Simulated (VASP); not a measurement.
# K2SnSe2 (Fmmm) in VASP: further runs

Aim: see how the results for K2SnSe2 move with the level of theory and the settings. Levels: PBE, PBE+D3. Tasks: relaxation of cell and atoms.

All numbers are computed with VASP 6.6.1; they aren't measurements. Logs are shortened: lines on timing, memory, paths and dates and some standing lists are left out, and cuts for length are marked.

## Step 1: The crystal as given

The structure is orthorhombic, space group Fmmm (No. 69). Conventional cell: a = 6.372 Å, b = 6.437 Å, c = 13.975 Å, α = 90.00°, β = 90.00°, γ = 90.00°. K (site symmetry 222) has 4 Se at 2.76 Å as nearest neighbours. Sn (site symmetry mmm) is surrounded by 8 Se at 3.72 to 3.74 Å and 8 K at 4.16 Å. Se (site symmetry mm2) is surrounded by 4 K at 2.76 Å.

The cell was built by a generator and needn't be a form met in nature.

## Step 2: Relaxation of cell and atoms, PBE

File INCAR:

```
PREC = Accurate
ENCUT = 600
EDIFF = 1E-7
ISMEAR = 0
SIGMA = 0.05
LREAL = False
LASPH = True
NELM = 60
ALGO = Normal
ISIF = 3
LWAVE = False
LCHARG = False
GGA = PE
IBRION = 2
NSW = 40
EDIFFG = -0.01
```

File KPOINTS:

```
Automatic mesh
0
Gamma
  6 6 6
```

File POSCAR:

```
K2SnSe2
1.0
    0.0000000000      3.2185627200      6.9874787700
    3.1859403800      0.0000000000      6.9874787700
    3.1859403800      3.2185627200      0.0000000000
K Sn Se
2 1 2
Direct
    0.7500000000      0.7500000000      0.7500000000
    0.2500000000      0.2500000000      0.2500000000
    0.0000000000      0.0000000000      0.0000000000
    0.3632000100      0.3632000100      0.6367999900
    0.6367999900      0.6367999900      0.3632000100
```

Potentials or basis: VASP PAW PBE potentials, release 64 (K_sv, Sn_d, Se).

The run is started by

```bash
$ cat potpaw_PBE.64/K_sv/POTCAR potpaw_PBE.64/Sn_d/POTCAR potpaw_PBE.64/Se/POTCAR > POTCAR
$ mpirun -np 1 vasp_std > vasp.out
```

OUTCAR:

```text
PREC = Accurate
   ENCUT = 600
   EDIFF = 1E-7
   ISMEAR = 0
   LREAL = False
   LASPH = True
   NELM = 60
   ISIF = 3
   GGA = PE
   IBRION = 2
   NSW = 40
   EDIFFG = -0.01

 ion  position               nearest neighbor table
   1  0.750  0.750  0.750-   4 2.76   4 2.76   5 2.76   5 2.76   2 3.19   2 3.19   2 3.22   2 3.22

   2  0.250  0.250  0.250-   4 2.76   4 2.76   5 2.76   5 2.76   1 3.19   1 3.19   1 3.22   1 3.22

   3  0.000  0.000  0.000-
   4  0.363  0.363  0.637-   2 2.76   2 2.76   1 2.76   1 2.76
   5  0.637  0.637  0.363-   2 2.76   2 2.76   1 2.76   1 2.76

  LATTYP: Found a face centered orthorhombic cell.
 ALAT       =     6.3718807600
 B/A-ratio  =     1.0102394697
 C/A-ratio  =     2.1932233302

  Lattice vectors:

 A1 = (   0.0000000000,   3.2185627200,   6.9874787700)
 A2 = (   3.1859403800,   0.0000000000,   6.9874787700)
 A3 = (   3.1859403800,   3.2185627200,   0.0000000000)

Analysis of symmetry for initial positions (statically):
=====================================================================
 Subroutine PRICEL returns:
 Original cell was already a primitive cell.

 Routine SETGRP: Setting up the symmetry group for a
 face centered orthorhombic supercell.

 Subroutine GETGRP returns: Found  8 space group operations
 (whereof  8 operations were pure point group operations)
 out of a pool of  8 trial point group operations.

The static configuration has the point symmetry D_2h.

Analysis of symmetry for dynamics (positions and initial velocities):
=====================================================================
 Subroutine PRICEL returns:
 Original cell was already a primitive cell.

 Routine SETGRP: Setting up the symmetry group for a
 face centered orthorhombic supercell.

 Subroutine GETGRP returns: Found  8 space group operations
 (whereof  8 operations were pure point group operations)
 out of a pool of  8 trial point group operations.

The dynamic configuration has the point symmetry D_2h.

 Subroutine INISYM returns: Found  8 space group operations
 (whereof  8 operations are pure point group operations),
 and found     1 'primitive' translations

----------------------------------------------------------------------------------------

                                     Primitive cell

  volume of cell :     143.3013

  direct lattice vectors                    reciprocal lattice vectors
[... 118 lines left out ...]
   GGA     = PE    functional components
   LHFCALC =     F    Hartree Fock is set to
   AEXX    =    0.0000 exact exchange contribution
   IVDW    =     0    specifies the selected vdW correction
   LEPSILON=     F    determine dielectric tensor
   LRPA    =     F    only Hartree local field effects (RPA)
 conjugate gradient relaxation of ions
 non-spin polarized calculation
 Gauss-broadening in eV      SIGMA  =   0.05
  energy-cutoff  :      600.00
  volume of cell :      143.30
 maximum number of plane-waves:      4814
 NGX is ok and might be reduce to    64
   NGX = 31   NGY = 31   NGZ = 19

--------------------------------------- Ionic step        1  -------------------------------------------

 number of electron      44.0000004 magnetization

 Free energy of the ion-electron system (eV)
  ---------------------------------------------------
  ext. energy  EPLUGINS =         0.00000000
  ---------------------------------------------------
  free energy    TOTEN  =       -12.59344903 eV

  energy without entropy =      -12.59288805  energy(sigma->0) =      -12.59316854

------------------------ aborting loop because EDIFF is reached ----------------------------------------

  FORCE on cell =-STRESS in cart. coord.  units (eV):
  Direction    XX          YY          ZZ          XY          YZ          ZX
  --------------------------------------------------------------------------------------
  -------------------------------------------------------------------------------------
  Total        7.6470880      7.9461501      8.4275160     -0.0000000      0.0000000      0.0000000
  in kB       85.4981173     88.8417756     94.2236778     -0.0000000      0.0000000      0.0000000
  external PRESSURE =      89.5211902 kB  Pullay stress =       0.0000000 kB
[... 98 lines left out ...]
  FREE ENERGIE OF THE ION-ELECTRON SYSTEM (eV)
  ---------------------------------------------------
  free  energy   TOTEN  =       -14.0579316845 eV

  energy  without entropy=      -14.0567037866  energy(sigma->0) =      -14.05731774

[... ionic steps 4 to 8 ...]

--------------------------------------- Ionic step        9  -------------------------------------------

 number of electron      43.9999998 magnetization

------------------------ aborting loop because EDIFF is reached ----------------------------------------
[... 73 lines left out ...]
--------------------------------------- Ionic step       11  -------------------------------------------

 number of electron      43.9999998 magnetization

 Free energy of the ion-electron system (eV)
  ---------------------------------------------------
  ext. energy  EPLUGINS =         0.00000000
  ---------------------------------------------------
  free energy    TOTEN  =       -14.56123078 eV

  energy without entropy =      -14.56122924  energy(sigma->0) =      -14.56123001

 E-fermi :   2.2219     XC(G=0):  -8.4871

 val. band max:        2.0975891958   @ k =  -0.3333   0.1667   0.5000
 cond. band min:       2.3358832292   @ k =   0.5000   0.5000   0.0000
 fundamental gap:      0.2382940334
 Fermi energy:         2.2219389526

 k-point     1 :       0.0000    0.0000    0.0000
  band No.  band energies     occupation
      1     -28.5491      2.00000
      2     -28.2443      2.00000
      3     -19.7885      2.00000
      4     -19.7804      2.00000
      5     -19.7778      2.00000
      6     -19.7669      2.00000
[... 685 lines left out ...]
     25       4.9361      0.00000
     26       5.2312      0.00000

 [... further k-points ...]

------------------------ aborting loop because EDIFF is reached ----------------------------------------

  FORCE on cell =-STRESS in cart. coord.  units (eV):
  Direction    XX          YY          ZZ          XY          YZ          ZX
  --------------------------------------------------------------------------------------
  -------------------------------------------------------------------------------------
  Total        0.0204294     -0.0169039      0.0037218      0.0000000      0.0000000      0.0000000
  in kB        0.2102768     -0.1739890      0.0383084      0.0000000      0.0000000      0.0000000
  external PRESSURE =       0.0248654 kB  Pullay stress =       0.0000000 kB
[... 20 lines left out ...]
  FREE ENERGIE OF THE ION-ELECTRON SYSTEM (eV)
  ---------------------------------------------------
  free  energy   TOTEN  =       -14.5612307817 eV

  energy  without entropy=      -14.5612292416  energy(sigma->0) =      -14.56123001

 reached required accuracy - stopping structural energy minimisation
```

OSZICAR:

```text
N       E                     dE             d eps       ncg     rms          rms(c)
DAV:   1     0.448127972137E+03    0.44813E+03   -0.21977E+04  2404   0.192E+03
DAV:   2     0.464325978526E+02   -0.40170E+03   -0.39291E+03  2530   0.505E+02
DAV:   3    -0.110023604046E+02   -0.57435E+02   -0.55264E+02  3076   0.164E+02
[... 133 lines left out ...]
DAV:   3    -0.145612320842E+02    0.20994E-03   -0.29698E-04  3120   0.182E-01    0.276E-02
DAV:   4    -0.145612330082E+02   -0.92405E-06   -0.80280E-05  3064   0.542E-02    0.135E-02
DAV:   5    -0.145612309907E+02    0.20175E-05   -0.60411E-06  2820   0.220E-02    0.272E-03
DAV:   6    -0.145612308582E+02    0.13253E-06   -0.68193E-07  3020   0.618E-03    0.138E-03
DAV:   7    -0.145612307817E+02    0.76455E-07   -0.66576E-08  1404   0.208E-03
  11 F= -.14561231E+02 E0= -.14561230E+02  d E =-.117766E-03
```

Run time: 20 min. Hardware: 1 thread of Intel Xeon 6975P-C (Granite Rapids), shared host; peak memory 0.58 GiB.

What came out:

| Item | Value |
| --- | --- |
| Free energy | -14.5612 eV |
| Relaxed volume | 31.13 Å³/atom |
| Relaxed cell | a = 8.480 Å, b = 8.451 Å, c = 4.451 Å, α = 75.11°, β = 74.41°, γ = 30.48° |
| Space group after relaxing (to 0.05 Å) | Fmmm (No. 69) |
| Energy gained by relaxing | 393.6 meV/atom |
| Ionic steps | 11 |
| Pressure after relaxing | 0.0 GPa |
| Band gap on the k mesh | 0.24 eV, indirect (least direct gap 0.35 eV) |

The path:
```
step  energy change (eV)  largest force (eV/Å)  pressure (GPa)  volume (Å³)
   1              0.0000                3.5874            8.95       143.30
   2             -1.4580                0.9413           -0.75       179.14
   3             -1.4645                0.8174           -1.11       182.02
   4             -1.6069                0.7247           -1.06       177.29
   5             -1.9205                0.2730           -0.63       163.23
   6             -1.2405                1.6052            3.83       135.83
   7             -1.9615                0.0212           -0.40       158.98
   8             -1.9660                0.0741           -0.25       157.11
   9             -1.9675                0.0052            0.10       155.15
  10             -1.9677                0.0125            0.02       155.57
  11             -1.9678                0.0016            0.00       155.66
```

Final structure:
```
K Sn Se
1.0
     0.00000    3.18523    7.85871
     3.10923    0.00000    7.85871
     3.10923    3.18523    0.00000
K Sn Se
2 1 2
Direct
  0.75000 0.75000 0.75000
  0.25000 0.25000 0.25000
  0.00000 0.00000 0.00000
  0.39323 0.39323 0.60677
  0.60677 0.60677 0.39323
```

Caveat: spin-orbit coupling is left out, which moves the levels of the heavy elements. A k mesh can miss the band edges.

## Step 3: Relaxation of cell and atoms, PBE+D3

File INCAR:

```
PREC = Accurate ; ENCUT = 580
EDIFF = 1E-6 ; ISMEAR = 0
SIGMA = 0.01 ; LREAL = False
LASPH = True ; NELM = 60
ALGO = Fast ; ISIF = 3
LWAVE = False ; LCHARG = False
GGA = PE ; IVDW = 11
IBRION = 2 ; NSW = 60
EDIFFG = -0.02
```

File KPOINTS:

```
regular mesh
0
Gamma
  6 6 6
```

POSCAR is that of step 2.

Potentials or basis: VASP PAW PBE potentials, release 64 (K_pv, Sn, Se).

The run is started by

```bash
$ cat potpaw_PBE.64/K_pv/POTCAR potpaw_PBE.64/Sn/POTCAR potpaw_PBE.64/Se/POTCAR > POTCAR
$ mpirun -np 1 vasp_std > vasp.out
```

Wall time 10 min (1 thread of Intel Xeon 6975P-C (Granite Rapids), shared host); peak memory 0.47 GiB.

It converged, with:

| Item | Value |
| --- | --- |
| Free energy | -15.5274 eV |
| Relaxed volume | 31.23 Å³/atom |
| Relaxed cell | a = 8.543 Å, b = 8.517 Å, c = 4.438 Å, α = 75.25°, β = 74.60°, γ = 30.16° |
| Space group after relaxing (to 0.05 Å) | Fmmm (No. 69) |
| Energy gained by relaxing | 436.9 meV/atom |
| Ionic steps | 11 |
| Pressure after relaxing | 0.0 GPa |
| Largest force after relaxing | 0.007 eV/Å |
| Band gap on the k mesh | 0.30 eV, indirect (least direct gap 0.42 eV) |
| Dispersion energy per atom | -0.223 eV |

Forces in eV/Å, atoms in the order of the input:
```
K    0.000  0.000  0.000
K    0.000  0.000  0.000
Sn   0.000  0.000  0.000
Se   0.000  0.000 -0.007
Se   0.000  0.000  0.007
```

Step by step:
```csv
step,energy change (eV),largest force (eV/Å),pressure (GPa),volume (Å³)
1,0.0000,3.7920,9.31,143.30
2,-1.6096,0.9235,-1.08,180.69
3,-1.6110,0.8817,-1.19,181.64
4,-1.7828,0.7768,-1.15,176.64
5,-2.1482,0.2732,-0.73,161.68
6,-1.0680,1.7378,4.42,132.23
7,-2.1818,0.0063,-0.37,158.07
8,-2.1834,0.0496,-0.22,157.10
9,-2.1837,0.0045,0.21,155.41
10,-2.1842,0.0278,0.02,156.18
11,-2.1844,0.0069,0.01,156.17
```

Final structure:
```
K Sn Se
1.0
     0.00000    3.17335    7.93175
     3.10222    0.00000    7.93175
     3.10222    3.17335    0.00000
K Sn Se
2 1 2
Direct
  0.75000 0.75000 0.75000
  0.25000 0.25000 0.25000
  0.00000 0.00000 0.00000
  0.39356 0.39356 0.60644
  0.60644 0.60644 0.39356
```

Levels at points of the mesh, in eV from the valence-band top:
```tsv
k point	band 11	band 12	band 13	band 14	band 15	band 16	band 17	band 18	band 19
(0.00, 0.00, 0.00)	-1.34	-1.22	-0.67	-0.30	-0.25	0.90	2.85	3.00	3.10
(0.50, 0.00, 0.00)	-2.20	-0.79	-0.60	-0.22	-0.17	1.34	2.10	2.59	3.74
(0.50, 0.50, 0.00)	-1.19	-1.06	-0.95	-0.54	-0.50	0.30	2.42	3.12	3.27
(0.50, 0.00, 0.50)	-2.53	-1.70	-1.50	-1.12	-0.01	0.43	2.00	2.57	3.61
(0.00, 0.50, 0.50)	-2.53	-1.71	-1.52	-1.11	-0.03	0.44	2.09	2.45	3.68
```

Caveat: spin-orbit coupling is left out, which moves the levels of the heavy elements.

## Step 4: The reference run

An earlier run on the cell as given: functional PBE; potentials or basis VASP PAW PBE potentials, release 64 (K_sv, Sn_d, Se); cutoff 520 eV; k mesh 6 × 6 × 6; occupations fermi-dirac, width 0.05 eV; no spin polarisation.

* Pressure: 8.9 GPa
* Largest force: 3.594 eV/Å
* Band gap on the k mesh: 0.10 eV, direct

## Step 5: The runs side by side

| task | level | potentials or basis | cell | cutoff (eV) | smearing | gap on the mesh (eV) | pressure (GPa) | relaxed volume (Å³/atom) | largest force (eV/Å) |
| --- | --- | --- | --- | --- | --- | --- | --- | --- | --- |
| relaxation of cell and atoms | PBE | VASP PAW PBE potentials, release 64 (K_sv, Sn_d, Se) | relaxed | 600 | gaussian 0.05 eV | 0.24 | 0.0 | 31.13 | - |
| relaxation of cell and atoms | PBE+D3 | VASP PAW PBE potentials, release 64 (K_pv, Sn, Se) | relaxed | 580 | gaussian 0.01 eV | 0.30 | 0.0 | 31.23 | 0.01 |
| single point | PBE | VASP PAW PBE potentials, release 64 (K_sv, Sn_d, Se) | as given | 520 | fermi-dirac 0.05 eV | 0.10 | 8.9 | - | 3.59 |

Alike in all rows: no spin polarisation; k mesh 6 × 6 × 6.

Caveats: spin-orbit coupling is left out, which moves the levels of the heavy elements; forces of over 1 eV/Å show positions far from the minimum, so gaps and moduli don't describe the material at rest (some runs).

Total energies depend on the potentials used, so only differences within one code and one set of settings carry meaning.
